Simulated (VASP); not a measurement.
An input for Quantum ESPRESSO's pw.x (written as the equivalent of a VASP run, and not itself run):

```
&CONTROL
  calculation = 'scf'
  pseudo_dir = './pseudo'
  outdir = './out'
  tprnfor = .true.
  tstress = .true.
/
&SYSTEM
  ibrav = 0
  nat = 5
  ntyp = 3
  ecutwfc = 102
  occupations = 'smearing'
  smearing = 'gaussian'
  degauss = 0.003675
  input_dft = 'pbe'
/
&ELECTRONS
  conv_thr = 7.3e-08
  electron_maxstep = 100
/
ATOMIC_SPECIES
  Ca 40.078 Ca.upf
  Cd 112.414 Cd.upf
  P 30.974 P.upf
CELL_PARAMETERS angstrom
     4.3082435    0.0000000    0.0000000
    -2.1541218    3.7310488    0.0000000
     0.0000000    0.0000000    7.0417185
ATOMIC_POSITIONS crystal
  Ca   0.0000000  0.0000000  0.0000000
  Cd   0.3333330  0.6666670  0.6384255
  Cd   0.6666670  0.3333330  0.3615745
  P    0.6666670  0.3333330  0.7619266
  P    0.3333330  0.6666670  0.2380734
K_POINTS automatic
  6 6 3 0 0 0
```

### Question
Translate this input to VASP (INCAR, KPOINTS, POSCAR, choice of POTCAR).

### Answer
One answer among several that fit: 
### INCAR
```
ALGO  =  Normal
EDIFF  =  1E-6
ENCUT  =  400
GGA  =  PE
ISMEAR  =  0
LASPH  =  .TRUE.
LCHARG  =  .TRUE.
LMAXMIX  =  4
LREAL  =  .FALSE.
LWAVE  =  .FALSE.
NELM  =  100
PREC  =  Accurate
SIGMA  =  0.05
SYSTEM  =  Ca(CdP)2
```

POSCAR:
```
Ca(CdP)2
4.3082440
  0.9999998855   0.0000000000   0.0000000000
 -0.4999999427   0.8660254217   0.0000000000
  0.0000000000   0.0000000000   1.6344753156
Ca Cd P
1 2 2
Cart
  0.0000000000   0.0000000000   0.0000000000
 -0.0000005000   0.5773505698   1.0434907029
  0.5000004427   0.2886748519   0.5909846126
  0.5000004427   0.2886748519   1.2453501497
 -0.0000005000   0.5773505698   0.3891251659
```

### KPOINTS
```
Automatic mesh
0
Gamma
6 6 3
0 0 0
```

POTCAR, in this order: Ca_sv Cd P (PBE.64 set). Program: vasp_std.

The two are equivalent in intent, not identical: the potentials are each code's own (VASP's PAW set, PseudoDojo norm-conserving files in pw.x), so ENCUT and ecutwfc are chosen apart and not converted; conv_thr bounds pw.x's estimated SCF error, while EDIFF bounds the energy change between steps.

The structure comes from a computed database's CaCd2P2 entry (P-3m1); how it stands against other phases isn't given here. It was relaxed first.
